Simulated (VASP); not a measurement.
# MgC2 (Pn-3m) in VASP: a series of runs, part 2 of 2

VASP 6.6.1.

## (4) Single point, PBE (random cell by space group and Wyckoff sites (Pn-3m, No. 224))

INCAR reads:

```
SYSTEM = MgC2
  PREC = Accurate
  ENCUT = 520
  EDIFF = 1E-6
  ISMEAR = 0
  SIGMA = 0.1
  LREAL = .FALSE.
  LASPH = .TRUE.
  NELM = 80
  ALGO = Normal
  ISIF = 2
  LWAVE = .FALSE.
  LCHARG = .TRUE.
  GGA = PE
  LELF = .TRUE.
  LVHAR = .TRUE.
  NBANDS = 19
```

KPOINTS reads:

```
regular mesh
0
G
  4 4 4
  0 0 0
```

POSCAR reads:

```
MgC2
1.0
    4.3051800200      0.0000000000      0.0000000000
    0.0000000000      4.3051800200      0.0000000000
    0.0000000000      0.0000000000      4.3051800200
Mg C
2 4
Direct
    0.0000000000      0.0000000000      0.0000000000
    0.5000000000      0.5000000000      0.5000000000
    0.2500000000      0.2500000000      0.2500000000
    0.7500000000      0.7500000000      0.2500000000
    0.7500000000      0.2500000000      0.7500000000
    0.2500000000      0.7500000000      0.7500000000
```

Started as:

```bash
cat potpaw_PBE.64/Mg/POTCAR potpaw_PBE.64/C/POTCAR > POTCAR
mpirun -np 1 vasp_std > vasp.out
```

It took 12 s on 1 thread of Intel Xeon Platinum 8259CL at 2.50GHz (Skylake/Cascade Lake), shared host; peak memory 0.17 GiB.

Results (log left out):

```
Free energy            : -16.3109 eV
Pressure               : 34.2 GPa
Band gap on the k mesh : none (metal or under the smearing width)
```

Levels at points of the mesh, in eV from the Fermi level:
| k point | band 6 | band 7 | band 8 | band 9 | band 10 | band 11 | band 12 | band 13 | band 14 | band 15 |
| --- | --- | --- | --- | --- | --- | --- | --- | --- | --- | --- |
| (0.00, 0.00, 0.00) | -2.52 | -2.52 | -0.28 | -0.28 | -0.28 | 1.00 | 1.00 | 1.00 | 2.16 | 2.16 |
| (0.50, 0.00, 0.00) | -1.85 | -1.12 | -1.12 | -0.58 | -0.58 | -0.18 | -0.18 | 0.98 | 0.98 | 1.59 |
| (0.50, 0.50, 0.00) | -2.17 | -1.52 | -1.52 | -0.57 | -0.57 | -0.25 | -0.25 | 1.39 | 1.39 | 2.00 |
| (0.50, 0.50, 0.50) | -3.38 | -3.38 | -3.38 | 0.77 | 0.77 | 0.77 | 1.86 | 1.86 | 2.25 | 2.25 |

Caveat: the k mesh is coarse (spacing up to 0.36 Å⁻¹), so the values aren't converged; a pressure of tens of GPa on the cell as given is suspect, and the run, the potentials or the cell itself is likely at fault.

## (5) Single point, PBE (random cell by space group and Wyckoff sites (Pn-3m, No. 224))

INCAR reads:

```
ALGO     = Normal         # electronic algorithm
EDIFF    = 1E-7           # SCF threshold, eV
ENCUT    = 520            # plane-wave cutoff, eV
GGA      = PE             # functional
ISIF     = 2              # what is computed and relaxed
ISMEAR   = 0              # smearing method
LASPH    = T              # aspherical terms in the spheres
LCHARG   = F              # write CHGCAR
LREAL    = F              # projectors in reciprocal space
LWAVE    = F              # write WAVECAR
NBANDS   = 19             # bands
NELM     = 60             # most SCF steps
PREC     = Accurate       # precision mode
SIGMA    = 0.1            # smearing width, eV
```

KPOINTS reads:

```
k-points
0
Gamma
  4 4 4
```

Changes to POSCAR since step 4:

```diff
@@ -2,5 +2,5 @@
 1.0
-    4.3051800200      0.0000000000      0.0000000000
-    0.0000000000      4.3051800200      0.0000000000
-    0.0000000000      0.0000000000      4.3051800200
+    4.8283309251      0.0000000000      0.0000000000
+    0.0000000000      4.8283309251      0.0000000000
+    0.0000000000      0.0000000000      4.8283309251
 Mg C
```

Potentials or basis: VASP PAW PBE potentials, release 64 (Mg, C).

Started as:

```bash
cat potpaw_PBE.64/Mg/POTCAR potpaw_PBE.64/C/POTCAR > POTCAR
mpirun -np 1 vasp_std > vasp.out
```

OUTCAR:

```text
EDIFF = 1E-7
   ENCUT = 520
   GGA = PE
   ISIF = 2
   ISMEAR = 0
   LASPH = T
   LREAL = F
   NELM = 60
   PREC = Accurate

 ion  position               nearest neighbor table
   1  0.000  0.000  0.000-   3 2.09   4 2.09   5 2.09   6 2.09
   2  0.500  0.500  0.500-   3 2.09   4 2.09   5 2.09   6 2.09
   3  0.250  0.250  0.250-   1 2.09   2 2.09
   4  0.750  0.750  0.250-   1 2.09   2 2.09
   5  0.750  0.250  0.750-   1 2.09   2 2.09
   6  0.250  0.750  0.750-   1 2.09   2 2.09

  LATTYP: Found a simple cubic cell.
 ALAT       =     4.8283309251

  Lattice vectors:

 A1 = (   4.8283309251,   0.0000000000,   0.0000000000)
 A2 = (   0.0000000000,   4.8283309251,   0.0000000000)
 A3 = (   0.0000000000,   0.0000000000,   4.8283309251)

Analysis of symmetry for initial positions (statically):
=====================================================================
 Subroutine PRICEL returns:
 Original cell was already a primitive cell.

 Routine SETGRP: Setting up the symmetry group for a
 simple cubic supercell.

 Subroutine GETGRP returns: Found 48 space group operations
 (whereof 24 operations were pure point group operations)
 out of a pool of 48 trial point group operations.

The static configuration has the point symmetry T_d .
 The point group associated with its full space group is O_h .

Analysis of symmetry for dynamics (positions and initial velocities):
=====================================================================
 Subroutine PRICEL returns:
 Original cell was already a primitive cell.

 Routine SETGRP: Setting up the symmetry group for a
 simple cubic supercell.

 Subroutine GETGRP returns: Found 48 space group operations
 (whereof 24 operations were pure point group operations)
 out of a pool of 48 trial point group operations.

The dynamic configuration has the point symmetry T_d .
 The point group associated with its full space group is O_h .

 Subroutine INISYM returns: Found 48 space group operations
 (whereof 24 operations are pure point group operations),
 and found     1 'primitive' translations

----------------------------------------------------------------------------------------

                                     Primitive cell

  volume of cell :     112.5618

  direct lattice vectors                    reciprocal lattice vectors
     4.828330925  0.000000000  0.000000000     0.207110908  0.000000000  0.000000000
     0.000000000  4.828330925  0.000000000     0.000000000  0.207110908  0.000000000
     0.000000000  0.000000000  4.828330925     0.000000000  0.000000000  0.207110908

  length of vectors
     4.828330925  4.828330925  4.828330925     0.207110908  0.207110908  0.207110908

  position of ions in fractional coordinates (direct lattice)
     0.000000000  0.000000000  0.000000000
     0.500000000  0.500000000  0.500000000
     0.250000000  0.250000000  0.250000000
     0.750000000  0.750000000  0.250000000
     0.750000000  0.250000000  0.750000000
     0.250000000  0.750000000  0.750000000

  ion indices of the primitive-cell ions
   primitive index   ion index
[... 35 lines left out ...]
  0.000000  0.000000  0.000000      1.000000
  0.250000  0.000000  0.000000      6.000000
  0.500000  0.000000  0.000000      3.000000
  0.250000  0.250000  0.000000     12.000000
  0.500000  0.250000  0.000000     12.000000
  0.500000  0.500000  0.000000      3.000000
  0.250000  0.250000  0.250000      8.000000
  0.500000  0.250000  0.250000     12.000000
  0.500000  0.500000  0.250000      6.000000
  0.500000  0.500000  0.500000      1.000000
   k-points           NKPTS =     10   k-points in BZ     NKDIM =     10   number of bands    NBANDS=     19
   number of dos      NEDOS =    301   number of ions     NIONS =      6
   total plane-waves  NPLWV =  46656
   dimension x,y,z NGX =    36 NGY =   36 NGZ =   36
   dimension x,y,z NGXF=    72 NGYF=   72 NGZF=   72
   ions per type =               2   4
   NGX,Y,Z   is equivalent  to a cutoff of  12.40, 12.40, 12.40 a.u.
   NGXF,Y,Z  is equivalent  to a cutoff of  24.79, 24.79, 24.79 a.u.
 SYSTEM =  unknown system
   PREC   = accura    normal or accurate (medium, high low for compatibility)
   ISTART =      0    job   : 0-new  1-cont  2-samecut
   ICHARG =      2    charge: 1-file 2-atom 10-const
   ISPIN  =      1    spin polarized calculation?
   LNONCOLLINEAR =      F non collinear calculations
   LSORBIT =      F    spin-orbit coupling
   LASPH  =      T    aspherical Exc in radial PAW
   ENCUT  =  520.0 eV  38.22 Ry    6.18 a.u.   8.98  8.98  8.98*2*pi/ulx,y,z
   NELM   =     60;   NELMIN=  2; NELMDL= -5     # of ELM steps
   EDIFF  = 0.1E-06   stopping-criterion for ELM
   LREAL  =      F    real-space projection
   EDIFFG = 0.1E-05   stopping-criterion for IOM
   NSW    =      0    number of steps for IOM
   IBRION =     -1    ionic relax: 0-MD 1-quasi-New 2-CG
   NFREE  =      0    steps in history (QN), initial steepest desc. (CG)
   ISIF   =      2    stress and relaxation
   ISYM   =      2    0-nonsym 1-usesym 2-fastsym
   POTIM  = 0.5000    time-step for ionic-motion
   TEBEG  =    0.0;   TEEND  =   0.0 temperature during run
   PSTRESS=    0.0 pullay stress
   NELECT =      20.0000    total number of electrons
   NUPDOWN=      -1.0000    fix difference up-down
   EMIN   =  10.00;   EMAX   =-10.00  energy-range for DOS
   EFERMI =   0.00;   METHOD = LEGACY
   ISMEAR =     0;   SIGMA  =   0.10  broadening in eV -4-tet -1-fermi 0-gaus
   EFERMI_NEDOS =   21; number of points for ismear=-14 and -15
   IALGO  =     38    algorithm
   IMIX   =      4    mixing-type and parameters
     AMIX     =   0.40;   BMIX     =  1.00
     AMIX_MAG =   1.60;   BMIX_MAG =  1.00
  volume/ion in A,a.u.               =      18.76       126.60
  Fermi-wavevector in a.u.,A,eV,Ry     =   0.920353  1.739215 11.524812  0.847050
  Thomas-Fermi vector in A             =   2.045649
   LORBIT       =      0    0 simple, 1 ext, 2 COOP (PROOUT), +10 PAW based schemes
   GGA     = PE    functional components
   LHFCALC =     F    Hartree Fock is set to
   AEXX    =    0.0000 exact exchange contribution
   IVDW    =     0    specifies the selected vdW correction
   LEPSILON=     F    determine dielectric tensor
   LRPA    =     F    only Hartree local field effects (RPA)
 non-spin polarized calculation
 Gauss-broadening in eV      SIGMA  =   0.10
  energy-cutoff  :      520.00
  volume of cell :      112.56
 maximum number of plane-waves:      3060
 NGX is ok and might be reduce to    36
   NGX = 17   NGY = 17   NGZ = 17

 number of electron      20.0000000 magnetization

 Free energy of the ion-electron system (eV)
  ---------------------------------------------------
  ext. energy  EPLUGINS =         0.00000000
  ---------------------------------------------------
  free energy    TOTEN  =       -18.97817311 eV

  energy without entropy =      -18.94112192  energy(sigma->0) =      -18.95964752

 E-fermi :  -0.1961     XC(G=0):  -8.2856

 val. band max:       -0.2466423689   @ k =   0.5000   0.5000   0.0000
 cond. band min:      -0.1410884375   @ k =   0.5000   0.5000   0.2500
 fundamental gap:      0.1055539314
 Fermi energy:        -0.1961445920

 k-point     1 :       0.0000    0.0000    0.0000
  band No.  band energies     occupation
      1     -10.2197      2.00000
      2      -8.2280      2.00000
      3      -8.2280      2.00000
      4      -8.2280      2.00000
      5      -3.0019      2.00000
      6      -1.6762      2.00000
[... 197 lines left out ...]
      6      -2.4431      2.00000
[... 11 lines left out ...]
     18       8.9348      0.00000
     19       8.9348      0.00000

------------------------ aborting loop because EDIFF is reached ----------------------------------------

  FORCE on cell =-STRESS in cart. coord.  units (eV):
  Direction    XX          YY          ZZ          XY          YZ          ZX
  --------------------------------------------------------------------------------------
  -------------------------------------------------------------------------------------
  Total        0.1720782      0.1720782      0.1720782      0.0000000      0.0000000     -0.0000000
  in kB        2.4493191      2.4493191      2.4493191      0.0000000      0.0000000     -0.0000000
  external PRESSURE =       2.4493191 kB  Pullay stress =       0.0000000 kB

 VOLUME and BASIS-vectors are now :
 -----------------------------------------------------------------------------
  energy-cutoff  :      520.00
  volume of cell :      112.56
      direct lattice vectors                 reciprocal lattice vectors
     4.828330925  0.000000000  0.000000000     0.207110908  0.000000000  0.000000000
     0.000000000  4.828330925  0.000000000     0.000000000  0.207110908  0.000000000
     0.000000000  0.000000000  4.828330925     0.000000000  0.000000000  0.207110908

 POSITION                                       TOTAL-FORCE (eV/Angst)
 -----------------------------------------------------------------------------------
      0.00000      0.00000      0.00000         0.000000     -0.000000      0.000000
      2.41417      2.41417      2.41417         0.000000     -0.000000      0.000000
      1.20708      1.20708      1.20708         0.000000      0.000000      0.000000
      3.62125      3.62125      1.20708        -0.000000      0.000000      0.000000
      3.62125      1.20708      3.62125         0.000000      0.000000     -0.000000
      1.20708      3.62125      3.62125        -0.000000     -0.000000     -0.000000
 -----------------------------------------------------------------------------------
    total drift:                                0.000000      0.000000     -0.000000

  FREE ENERGIE OF THE ION-ELECTRON SYSTEM (eV)
  ---------------------------------------------------
  free  energy   TOTEN  =       -18.9781731068 eV

  energy  without entropy=      -18.9411219247  energy(sigma->0) =      -18.95964752
```

Wall time 16 s (1 thread of Intel Xeon Platinum 8259CL at 2.50GHz (Skylake/Cascade Lake), shared host); peak memory 0.2 GiB.

What came out:

- Free energy: -18.9782 eV
- Pressure: 0.2 GPa
- Band gap on the k mesh: none (metal or under the smearing width)

Levels at points of the mesh, in eV from the Fermi level:
| k point | band 7 | band 8 | band 9 | band 10 | band 11 | band 12 | band 13 | band 14 |
| --- | --- | --- | --- | --- | --- | --- | --- | --- |
| (0.00, 0.00, 0.00) | -1.48 | -0.41 | -0.41 | -0.41 | 0.82 | 0.82 | 0.82 | 1.54 |
| (0.50, 0.00, 0.00) | -0.54 | -0.54 | -0.51 | -0.51 | -0.19 | -0.19 | 0.82 | 0.82 |
| (0.50, 0.50, 0.00) | -0.98 | -0.98 | -0.51 | -0.51 | -0.05 | -0.05 | 1.03 | 1.03 |
| (0.50, 0.50, 0.50) | -2.25 | -2.25 | 0.45 | 0.45 | 0.45 | 1.35 | 1.35 | 1.60 |

## (6) Relaxation of cell and atoms, PBE (random cell by space group and Wyckoff sites (Pn-3m, No. 224))

INCAR reads:

```
  PREC = Accurate
  ENCUT = 600
  EDIFF = 1E-6
  ISMEAR = 0
  SIGMA = 0.1
  LREAL = F
  LASPH = T
  NELM = 100
  ALGO = Fast
  ISIF = 3
  LWAVE = F
  LCHARG = F
  GGA = PE
  IBRION = 2
  NSW = 90
  EDIFFG = -0.04
```

KPOINTS reads:

```
regular mesh
0
Gamma
  4 4 4
```

Changes to POSCAR since step 5:

```diff
@@ -2,5 +2,5 @@
 1.0
-    4.8283309251      0.0000000000      0.0000000000
-    0.0000000000      4.8283309251      0.0000000000
-    0.0000000000      0.0000000000      4.8283309251
+    4.3051800200      0.0000000000      0.0000000000
+    0.0000000000      4.3051800200      0.0000000000
+    0.0000000000      0.0000000000      4.3051800200
 Mg C
```

Potentials or basis: VASP PAW PBE potentials, release 64 (Mg, C).

Started as:

```bash
cat potpaw_PBE.64/Mg/POTCAR potpaw_PBE.64/C/POTCAR > POTCAR
mpirun -np 1 vasp_std > vasp.out
```

Wall time 43 s (1 thread of Intel Xeon Platinum 8259CL at 2.50GHz (Skylake/Cascade Lake), shared host); peak memory 0.21 GiB.

The run converged. Its results:

```
Free energy                            : -18.9672 eV
Relaxed volume                         : 18.71 Å³/atom
Relaxed cell                           : a = 4.824 Å, b = 4.824 Å, c = 4.824 Å, α = 90.00°, β = 90.00°, γ = 90.00°
Space group after relaxing (to 0.05 Å) : Pn-3m (No. 224)
Energy gained by relaxing              : 442.4 meV/atom
Ionic steps                            : 3
Pressure after relaxing                : 0.3 GPa
Band gap on the k mesh                 : none (metal or under the smearing width)
```

Step by step:
```tsv
step	energy change (eV)	largest force (eV/Å)	pressure (GPa)	volume (Å³)
1	0.0000	0.0000	34.11	79.79
2	-2.6323	0.0000	-1.69	117.16
3	-2.6545	0.0000	0.32	112.27
```

Final structure:
```
CELL_PARAMETERS angstrom
4.82414 0.00000 0.00000
0.00000 4.82414 0.00000
0.00000 0.00000 4.82414
ATOMIC_POSITIONS crystal
Mg 0.00000 0.00000 0.00000
Mg 0.50000 0.50000 0.50000
C 0.25000 0.25000 0.25000
C 0.75000 0.75000 0.25000
C 0.75000 0.25000 0.75000
C 0.25000 0.75000 0.75000
```

Levels at points of the mesh, in eV from the Fermi level:
| k point | band 8 | band 9 | band 10 | band 11 | band 12 | band 13 |
| --- | --- | --- | --- | --- | --- | --- |
| (0.00, 0.00, 0.00) | -0.41 | -0.41 | -0.41 | 0.83 | 0.83 | 0.83 |
| (0.50, 0.00, 0.00) | -0.54 | -0.52 | -0.52 | -0.19 | -0.19 | 0.83 |
| (0.50, 0.50, 0.00) | -0.98 | -0.51 | -0.51 | -0.05 | -0.05 | 1.03 |
| (0.50, 0.50, 0.50) | -2.25 | 0.45 | 0.45 | 0.45 | 1.36 | 1.36 |

Caveat: the k mesh is coarse (spacing up to 0.36 Å⁻¹), so the values aren't converged; the volume moved by over 15 % at a fixed basis, so the end points are rough.

## (7) Overview

```csv
task,cell,k mesh,cutoff (eV),mesh quality,gap on the mesh (eV),pressure (GPa),relaxed volume (Å³/atom)
single point,"random cell by space group and Wyckoff sites (Pn-3m, No. 224)",8 × 8 × 8,520,not flagged,none,0.0,-
relaxation of cell and atoms,"relaxed from: random cell by space group and Wyckoff sites (Pn-3m, No. 224)",8 × 8 × 8,600,not flagged,none,0.0,18.84
single point,"random cell by space group and Wyckoff sites (Pn-3m, No. 224)",4 × 4 × 4,520,coarse,none,34.2,-
single point,"random cell by space group and Wyckoff sites (Pn-3m, No. 224)",4 × 4 × 4,520,not flagged,none,0.2,-
relaxation of cell and atoms,"relaxed from: random cell by space group and Wyckoff sites (Pn-3m, No. 224)",4 × 4 × 4,600,coarse,none,0.3,18.71
```

Alike in all rows: level PBE; potentials or basis VASP PAW PBE potentials, release 64 (Mg, C); no spin polarisation; smearing gaussian 0.1 eV.

Caveats: some runs use coarse meshes; a pressure of tens of GPa on the cell as given is suspect, and the run, the potentials or the cell itself is likely at fault (some runs); the volume moved by over 15 % at a fixed basis, so the end points are rough (some runs).

Total energies depend on the potentials used, so only differences within one code and one set of settings carry meaning.
